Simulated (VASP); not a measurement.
All values below come from rev-vdW-DF2, VASP's PBE PAW potentials (set 64) (plane waves; VASP 6.6.1).

VASP input:

File KPOINTS:
```
Automatic mesh
0
gamma
  18 18 18
0 0 0
```

File POSCAR:
```
Rh
1
    0.0000000000     1.9031155913     1.9031155913
    1.9031155913     0.0000000000     1.9031155913
    1.9031155913     1.9031155913    -0.0000000000
Rh
1
Direct
  0.0000000000   0.0000000000   0.0000000000
```

### INCAR
```
! general
SYSTEM   = Rh
PREC     = Accurate
ENCUT    = 520
LREAL    = F   ! projection in real space or not
LASPH    = T   ! aspherical one-centre terms

! electronic loop
EDIFF    = 1E-7   ! SCF stop (eV)
NELM     = 100   ! most electronic steps
ALGO     = Normal   ! blocked Davidson
LMAXMIX  = 4   ! l cut-off of mixed one-centre charges

! smearing
ISMEAR   = -5   ! tetrahedra, Bloechl

! functional
GGA      = MK
LUSE_VDW = T
AGGAC    = 0.0
PARAM1   = 0.1234568
PARAM2   = 0.7114
ZAB_VDW  = -1.8867

! ions
ISIF     = 2   ! forces and stress, cell fixed

! output
LWAVE    = F
LCHARG   = T
LORBIT   = 11   ! lm-projected
NEDOS    = 601   ! DOS grid
```

POTCAR, in this order: Rh_pv (PBE.64 set). Program: vasp_std.

What VASP printed:

**OUTCAR**
```
 ion  position               nearest neighbor table
   1  0.000  0.000  0.000-
  LATTYP: Found a face centered cubic cell.
 ALAT       =     3.8062311826
 Subroutine PRICEL returns:
 Original cell was already a primitive cell.
 Subroutine GETGRP returns: Found 48 space group operations
The static configuration has the point symmetry O_h .
The dynamic configuration has the point symmetry O_h .
 Subroutine INISYM returns: Found 48 space group operations
 Subroutine IBZKPT returns following result:
 Found    195 irreducible k-points:

 Following reciprocal coordinates:
            Coordinates               Weight
  0.000000  0.000000  0.000000      1.000000
  0.055556  0.000000  0.000000      8.000000
  0.111111  0.000000  0.000000      8.000000
  0.166667  0.000000  0.000000      8.000000
  0.222222  0.000000  0.000000      8.000000
  0.277778  0.000000  0.000000      8.000000
  0.333333  0.000000  0.000000      8.000000
  0.388889  0.000000  0.000000      8.000000
  0.444444  0.000000  0.000000      8.000000
  0.500000  0.000000  0.000000      4.000000
  0.055556  0.055556  0.000000      6.000000
  0.111111  0.055556  0.000000     24.000000
  0.166667  0.055556  0.000000     24.000000
  0.222222  0.055556  0.000000     24.000000
  0.277778  0.055556  0.000000     24.000000
  0.333333  0.055556  0.000000     24.000000
  0.388889  0.055556  0.000000     24.000000
  0.444444  0.055556  0.000000     24.000000
  0.500000  0.055556  0.000000     24.000000
 -0.444444  0.055556  0.000000     24.000000
 -0.388889  0.055556  0.000000     24.000000
 -0.333333  0.055556  0.000000     24.000000
 -0.277778  0.055556  0.000000     24.000000
 -0.222222  0.055556  0.000000     24.000000
 -0.166667  0.055556  0.000000     24.000000
...
```

OSZICAR:
```
       N       E                     dE             d eps       ncg     rms          rms(c)
DAV:   1     0.115818392375E+03    0.11582E+03   -0.94053E+03  4301   0.146E+03
DAV:   2    -0.355685691376E+01   -0.11938E+03   -0.11441E+03  4392   0.386E+02
DAV:   3    -0.496289707597E+01   -0.14060E+01   -0.13993E+01  4980   0.480E+01
DAV:   4    -0.497108974415E+01   -0.81927E-02   -0.81934E-02  4726   0.376E+00
DAV:   5    -0.497121910891E+01   -0.12936E-03   -0.12953E-03  4911   0.448E-01    0.103E+01
DAV:   6    -0.446807749376E+01    0.50314E+00   -0.11950E+00  4488   0.162E+01    0.343E+00
DAV:   7    -0.445009934640E+01    0.17978E-01   -0.21741E-02  4953   0.189E+00    0.164E+00
DAV:   8    -0.444603598980E+01    0.40634E-02   -0.38726E-03  4524   0.100E+00    0.185E-01
DAV:   9    -0.444590354338E+01    0.13245E-03   -0.11226E-04  4980   0.174E-01    0.281E-02
DAV:  10    -0.444591063293E+01   -0.70896E-05   -0.42060E-06  4695   0.289E-02    0.272E-03
DAV:  11    -0.444591023809E+01    0.39483E-06   -0.22079E-07  4053   0.689E-03    0.101E-03
DAV:  12    -0.444591010472E+01    0.13338E-06   -0.15730E-08  2454   0.199E-03    0.133E-04
DAV:  13    -0.444591008160E+01    0.23117E-07   -0.22679E-09  2373   0.563E-04
   1 F= -.44459101E+01 E0= -.44459101E+01  d E =0.000000E+00
```

OUTCAR:
```
------------------------ aborting loop because EDIFF is reached ----------------------------------------
  FORCE on cell =-STRESS in cart. coord.  units (eV):
  Direction    XX          YY          ZZ          XY          YZ          ZX
  --------------------------------------------------------------------------------------
  Total        0.0004412      0.0004412      0.0004412      0.0000000      0.0000000      0.0000000
  in kB        0.0512787      0.0512787      0.0512787      0.0000000      0.0000000      0.0000000
  external PRESSURE =       0.0512787 kB  Pullay stress =       0.0000000 kB
  volume of cell :       13.79
      direct lattice vectors                 reciprocal lattice vectors
     0.000000000  1.903115591  1.903115591    -0.262727079  0.262727079  0.262727079
     1.903115591  0.000000000  1.903115591     0.262727079 -0.262727079  0.262727079
     1.903115591  1.903115591  0.000000000     0.262727079  0.262727079 -0.262727079
 POSITION                                       TOTAL-FORCE (eV/Angst)
 -----------------------------------------------------------------------------------
      0.00000      0.00000      0.00000         0.000000      0.000000      0.000000
 -----------------------------------------------------------------------------------
    total drift:                                0.000000     -0.000000      0.000000
  FREE ENERGIE OF THE ION-ELECTRON SYSTEM (eV)
  ---------------------------------------------------
  free  energy   TOTEN  =        -4.4459100816 eV

  energy  without entropy=       -4.4459100816  energy(sigma->0) =       -4.44591008

 total charge

# of ion       s       p       d       tot
------------------------------------------
    1        0.407   6.299   7.080  13.786
```
(Selected blocks of OUTCAR.)

For a metal the tetrahedron method with Blöchl corrections gives inexact stress and forces.

The compound is Rh in the fcc structure. It was relaxed first.
